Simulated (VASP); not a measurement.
An input for Quantum ESPRESSO's pw.x (written as the equivalent of a VASP run, and not itself run):

```
&CONTROL
  calculation = 'scf'
  pseudo_dir = './pseudo'
  outdir = './out'
  tprnfor = .true.
  tstress = .true.
/
&SYSTEM
  ibrav = 0
  nat = 3
  ntyp = 2
  ecutwfc = 86
  occupations = 'tetrahedra'
  input_dft = 'revpbe'
/
&ELECTRONS
  conv_thr = 7.3e-09
  electron_maxstep = 100
/
ATOMIC_SPECIES
  Sn 118.710 Sn.upf
  Se 78.971 Se.upf
CELL_PARAMETERS angstrom
     1.9518314   -3.3806714    0.0000000
     1.9518314    3.3806714    0.0000000
     0.0000000    0.0000000    8.9910036
ATOMIC_POSITIONS crystal
  Sn   0.0000000  0.0000000  0.0000000
  Se   0.3333330  0.6666670  0.1774488
  Se   0.6666670  0.3333330  0.8225512
K_POINTS automatic
  7 7 3 0 0 0
```

Translate this input to VASP (INCAR, KPOINTS, POSCAR, choice of POTCAR).

One answer among several that fit: 
### KPOINTS
```
Automatic
0
gamma
 7 7 3
```

INCAR:
```
ALGO  =  Normal
EDIFF  =  1E-7
ENCUT  =  520
GGA  =  RE
ISIF  =  2
ISMEAR  =  -5
LASPH  =  T
LCHARG  =  T
LEFG  =  T
LMAXMIX  =  4
LORBIT  =  11
LREAL  =  F
LWAVE  =  F
NEDOS  =  601
NELM  =  100
PREC  =  Accurate
SYSTEM  =  SnSe2
```

### POSCAR
```
SnSe2
17.9820070
  0.1085435798  -0.1880030076   0.0000000000
  0.1085435798   0.1880030076   0.0000000000
  0.0000000000   0.0000000000   0.5000000073
Sn Se
1 2
Cart
  0.0000000000   0.0000000000   0.0000000000
  0.1085435798   0.0626677945   0.0887243813
  0.1085435798  -0.0626677945   0.4112756260
```

POTCAR, in this order: Sn_d Se (PBE.64 set). Program: vasp_std.

Limits of the translation: the potentials are each code's own (VASP's PAW set, PseudoDojo norm-conserving files in pw.x), so ENCUT and ecutwfc are chosen apart and not converted; conv_thr bounds pw.x's estimated SCF error, while EDIFF bounds the energy change between steps; the field gradients of LEFG aren't asked of the other code.

The compound is SnSe2 in the 1T layered structure. It was relaxed first, which changed the volume by +54 %.
